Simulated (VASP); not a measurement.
Output of a VASP run:

**OSZICAR**
```
       N       E                     dE             d eps       ncg     rms          rms(c)
DAV:   1     0.897520427531E+02    0.89752E+02   -0.68699E+03   918   0.948E+02
DAV:   2    -0.290378109698E+00   -0.90042E+02   -0.86110E+02  1045   0.241E+02
DAV:   3    -0.381545316332E+01   -0.35251E+01   -0.34991E+01  1080   0.500E+01
DAV:   4    -0.385164724839E+01   -0.36194E-01   -0.36191E-01  1310   0.452E+00
DAV:   5    -0.385173601780E+01   -0.88769E-04   -0.88769E-04  1090   0.216E-01    0.660E+00
DAV:   6    -0.365656808464E+01    0.19517E+00   -0.48129E-01  1035   0.969E+00    0.535E+00
DAV:   7    -0.365117059084E+01    0.53975E-02   -0.98265E-02  1020   0.239E+00    0.208E+00
DAV:   8    -0.365066687336E+01    0.50372E-03   -0.93669E-03   945   0.127E+00    0.534E-01
DAV:   9    -0.365070837045E+01   -0.41497E-04   -0.82394E-04  1085   0.346E-01    0.108E-01
DAV:  10    -0.365073965098E+01   -0.31281E-04   -0.93049E-05  1018   0.953E-02    0.498E-02
DAV:  11    -0.365075429531E+01   -0.14644E-04   -0.31290E-05   955   0.448E-02    0.247E-02
DAV:  12    -0.365075329839E+01    0.99692E-06   -0.39076E-06  1075   0.157E-02
   1 F= -.36507533E+01 E0= -.36508545E+01  d E =-.365075E+01
       N       E                     dE             d eps       ncg     rms          rms(c)
DAV:   1    -0.365158226687E+01   -0.82797E-03   -0.16680E-02   975   0.156E+00    0.221E-01
DAV:   2    -0.365087161274E+01    0.71065E-03   -0.18473E-03   950   0.621E-01    0.677E-02
DAV:   3    -0.365079453258E+01    0.77080E-04   -0.20993E-04   950   0.140E-01    0.675E-02
DAV:   4    -0.365078042834E+01    0.14104E-04   -0.24097E-05   985   0.374E-02    0.112E-02
DAV:   5    -0.365077897276E+01    0.14556E-05   -0.37161E-06   925   0.236E-02    0.995E-03
DAV:   6    -0.365077874288E+01    0.22987E-06   -0.65750E-07   630   0.831E-03
   2 F= -.36507787E+01 E0= -.36508798E+01  d E =-.254445E-04
```

### OUTCAR
```
------------------------ aborting loop because EDIFF is reached ----------------------------------------
  FORCE on cell =-STRESS in cart. coord.  units (eV):
  Direction    XX          YY          ZZ          XY          YZ          ZX
  --------------------------------------------------------------------------------------
  Total        0.0016297      0.0016297      0.0016297     -0.0000000     -0.0000000     -0.0000000
  in kB        0.0354534      0.0354534      0.0354534     -0.0000000     -0.0000000     -0.0000000
  external PRESSURE =       0.0354534 kB  Pullay stress =       0.0000000 kB
  volume of cell :       73.65
      direct lattice vectors                 reciprocal lattice vectors
     0.000000000  3.326903727  3.326903727    -0.150289891  0.150289891  0.150289891
     3.326903727 -0.000000000  3.326903727     0.150289891 -0.150289891  0.150289891
     3.326903727  3.326903727  0.000000000     0.150289891  0.150289891 -0.150289891
 POSITION                                       TOTAL-FORCE (eV/Angst)
 -----------------------------------------------------------------------------------
      6.65381      6.65381      6.65381         0.000000      0.000000      0.000000
      1.66345      1.66345      1.66345        -0.000000     -0.000000     -0.000000
 -----------------------------------------------------------------------------------
    total drift:                               -0.000000     -0.000000     -0.000000
  FREE ENERGIE OF THE ION-ELECTRON SYSTEM (eV)
  ---------------------------------------------------
  free  energy   TOTEN  =        -3.6507787429 eV

  energy  without entropy=       -3.6510819445  energy(sigma->0) =       -3.65087981

 reached required accuracy - stopping structural energy minimisation
```
(Selected blocks of OUTCAR.)

### POSCAR
```
HgTe
1
    0.0000000000     3.3244175922     3.3244175922
    3.3244175922     0.0000000000     3.3244175922
    3.3244175922     3.3244175922     0.0000000000
Hg Te
1 1
Direct
  0.0000000000   0.0000000000   0.0000000000
  0.2500000000   0.2500000000   0.2500000000
```

Task: Reconstruct the remaining input files.

Result: Several could match; the one computed here: the input of the run itself, PBE GGA, plane waves, VASP's PBE PAW potentials (set 64).

### INCAR
```
# general
SYSTEM  = HgTe
PREC    = Accurate
ENCUT   = 400
LREAL   = F   # projection in real space or not
LASPH   = T

# electronic loop
EDIFF   = 1E-6   # SCF stop (eV)
NELM    = 100
ALGO    = Normal
LMAXMIX = 6

# smearing
ISMEAR  = 1
SIGMA   = 0.1   # width (eV)

# functional
GGA     = PE   # PBE

# ions
IBRION  = 2   # conjugate gradients
NSW     = 60   # most ionic steps
ISIF    = 3
EDIFFG  = -0.01   # ionic stop

# output
LWAVE   = F
LCHARG  = F
```

### KPOINTS
```
Automatic mesh
0
Gamma
9 9 9
0 0 0
```

POTCAR, in this order: Hg Te (PBE.64 set). Program: vasp_std.

The compound is HgTe in the zinc blende structure. This run relaxes it. Symmetry was kept, so distortions that lower it aren't found. The start is the result of an earlier pass.
